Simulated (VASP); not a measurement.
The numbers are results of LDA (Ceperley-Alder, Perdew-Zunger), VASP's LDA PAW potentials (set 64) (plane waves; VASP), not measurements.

The input files of a VASP run:

### INCAR
```
! general
SYSTEM =Be
PREC   =Accurate
ENCUT  =500
LREAL  =.FALSE.
LASPH  =.TRUE.

! electronic loop
EDIFF  =1E-6
NELM   =100
ALGO   =Normal

! smearing
ISMEAR =1
SIGMA  =0.1

! ions
IBRION =2
NSW    =40
ISIF   =3
EDIFFG =-0.02
PSTRESS=300

! output
LWAVE  =.FALSE.
LCHARG =.FALSE.
```

### KPOINTS
```
Automatic mesh
0
Gamma
19 19 11
0 0 0
```

File POSCAR:
```
Be
1.0
  1.0678476219  -1.8495661572   0.0000000000
  1.0678476219   1.8495661572   0.0000000000
  0.0000000000   0.0000000000   3.3894570937
Be
2
Cartesian
  1.0678476219   0.6165232854   0.8473642734
  1.0678476219  -0.6165232854   2.5420928203
```

POTCAR, in this order: Be (LDA.64 set). Program: vasp_std.

Output of the run:

**OSZICAR**
```
       N       E                     dE             d eps       ncg     rms          rms(c)
DAV:   1    -0.361369552254E+01   -0.36137E+01   -0.18303E+03  2952   0.540E+02
DAV:   2    -0.839364506826E+01   -0.47799E+01   -0.45015E+01  4344   0.534E+01
DAV:   3    -0.840960255986E+01   -0.15957E-01   -0.15957E-01  3552   0.358E+00
DAV:   4    -0.840960658094E+01   -0.40211E-05   -0.40206E-05  4260   0.562E-02
DAV:   5    -0.840960658095E+01   -0.60680E-11   -0.55945E-09  3486   0.378E-04    0.144E+00
DAV:   6    -0.835059123661E+01    0.59015E-01   -0.41812E-03  3240   0.692E-01    0.870E-01
DAV:   7    -0.832467722593E+01    0.25914E-01   -0.63326E-03  3324   0.840E-01    0.280E-02
DAV:   8    -0.832466474806E+01    0.12478E-04   -0.12867E-05  4308   0.414E-02    0.694E-03
DAV:   9    -0.832466317508E+01    0.15730E-05   -0.82065E-07  3162   0.998E-03    0.639E-04
DAV:  10    -0.832466316535E+01    0.97283E-08   -0.41613E-09  2148   0.711E-04
   1 F= -.58176884E+01 E0= -.58176816E+01  d E =-.581769E+01
       N       E                     dE             d eps       ncg     rms          rms(c)
DAV:   1    -0.819352840381E+01    0.13113E+00   -0.94922E-02  2958   0.381E+00    0.140E-01
DAV:   2    -0.819280721914E+01    0.72118E-03   -0.12802E-04  4302   0.133E-01    0.873E-02
DAV:   3    -0.819241376206E+01    0.39346E-03   -0.75103E-05  3192   0.119E-01    0.453E-03
DAV:   4    -0.819240951733E+01    0.42447E-05   -0.74609E-07  3570   0.109E-02    0.114E-03
DAV:   5    -0.819240931322E+01    0.20411E-06   -0.69784E-08  1716   0.341E-03
   2 F= -.58370031E+01 E0= -.58370041E+01  d E =-.193147E-01
       N       E                     dE             d eps       ncg     rms          rms(c)
DAV:   1    -0.822611981967E+01   -0.33710E-01   -0.42790E-03  2970   0.803E-01    0.305E-02
DAV:   2    -0.822608517081E+01    0.34649E-04   -0.60792E-06  4308   0.280E-02    0.190E-02
DAV:   3    -0.822606601595E+01    0.19155E-04   -0.37313E-06  3150   0.264E-02    0.104E-03
DAV:   4    -0.822606579461E+01    0.22134E-06   -0.40026E-08  1794   0.254E-03
   3 F= -.58386555E+01 E0= -.58386547E+01  d E =-.209671E-01
       N       E                     dE             d eps       ncg     rms          rms(c)
DAV:   1    -0.822841187481E+01   -0.23459E-02   -0.22500E-05  2982   0.584E-02    0.222E-03
DAV:   2    -0.822841168134E+01    0.19346E-06   -0.31476E-08  2352   0.206E-03
   4 F= -.58386482E+01 E0= -.58386472E+01  d E =-.209598E-01
       N       E                     dE             d eps       ncg     rms          rms(c)
DAV:   1    -0.822815241032E+01    0.25946E-03   -0.49862E-04  3624   0.154E-01    0.843E-03
DAV:   2    -0.822815187055E+01    0.53977E-06   -0.17840E-06  3180   0.119E-02
   5 F= -.58386915E+01 E0= -.58386896E+01  d E =-.433429E-04
```

### OUTCAR
```
------------------------ aborting loop because EDIFF is reached ----------------------------------------
  FORCE on cell =-STRESS in cart. coord.  units (eV):
  Direction    XX          YY          ZZ          XY          YZ          ZX
  --------------------------------------------------------------------------------------
  Total        2.3745131      2.3745125      2.3711244      0.0000000      0.0000000      0.0000000
  in kB      298.1233454    298.1232777    297.6978966      0.0000000      0.0000000      0.0000000
  external PRESSURE =      -2.0184934 kB  Pullay stress =     300.0000000 kB
  volume of cell :       12.76
      direct lattice vectors                 reciprocal lattice vectors
     1.050298443 -1.819170060  0.000000000     0.476055166 -0.274850610  0.000000000
     1.050298443  1.819170060  0.000000000     0.476055166  0.274850610  0.000000000
    -0.000000000  0.000000000  3.339436122    -0.000000000  0.000000000  0.299451753
 POSITION                                       TOTAL-FORCE (eV/Angst)
 -----------------------------------------------------------------------------------
      1.05030      0.60639      0.83486         0.000000     -0.000000      0.000000
      1.05030     -0.60639      2.50458        -0.000000      0.000000      0.000000
 -----------------------------------------------------------------------------------
    total drift:                                0.000000     -0.000003      0.000005
  FREE ENERGIE OF THE ION-ELECTRON SYSTEM (eV)
  ---------------------------------------------------
  free  energy   TOTEN  =        -8.2281518706 eV

  energy  without entropy=       -8.2281460105  energy(sigma->0) =       -8.22814992
  enthalpy is  TOTEN    =        -5.8386915121 eV   P V=        2.3894603584

 reached required accuracy - stopping structural energy minimisation
```
(Selected blocks of OUTCAR.)

CONTCAR:
```
Be
   1.00000000000000
     1.0502984430014293   -1.8191700597245644    0.0000000000000000
     1.0502984430014293    1.8191700597245644    0.0000000000000000
    -0.0000000000000000    0.0000000000000000    3.3394361220591660
  Be
     2
Direct
     0.3333330000000032    0.6666669999999968    0.2500000000000000
     0.6666669999999968    0.3333330000000032    0.7500000000000000
```

Energy and stress use the plane-wave basis of the starting cell.

The compound is Be in the hcp structure. This run relaxes it under an external pressure of 30 GPa. Symmetry was kept, so distortions that lower it aren't found.
